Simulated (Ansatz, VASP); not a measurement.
# CsCu3: VASP beside Ansatz

```xyz
4
Lattice="4.4520 0.0000 0.0000 0.0000 4.4520 0.0000 0.0000 0.0000 4.4520" Properties=species:S:1:pos:R:3 pbc="T T T"
Cs    0.0000    0.0000    0.0000
Cu    0.0000    2.2260    2.2260
Cu    2.2260    0.0000    2.2260
Cu    2.2260    2.2260    0.0000
```

Alike in both runs: functional PBE; k mesh 10 × 10 × 10; occupations gaussian, width 0.1 eV; no spin polarisation.

Ansatz relaxed the structure, and its values are those at the end. VASP's run is a single point on that final structure, the one shown.

|  | VASP | Ansatz |
| --- | --- | --- |
| version | VASP 6.6.1 | Ansatz 0.2.0 |
| potentials or method | VASP PAW PBE potentials, release 64 (Cs_sv, Cu) | scalar-relativistic, plane waves, PAW |
| plane-wave cutoff (eV) | 520 | 420 |
| valence electrons in the cell | 42 | 66 |

```csv
,VASP,Ansatz,Ansatz less VASP
gap on the k mesh at the Fermi level (eV),none,none,-
pressure (GPa),0.3,0.0,-0.28
```

A gap of «none» marks a metal or a gap that the smearing closes. The two sets of potentials don't hold the same shells in valence.

Spin-orbit coupling is left out, which matters for the levels of Cs.
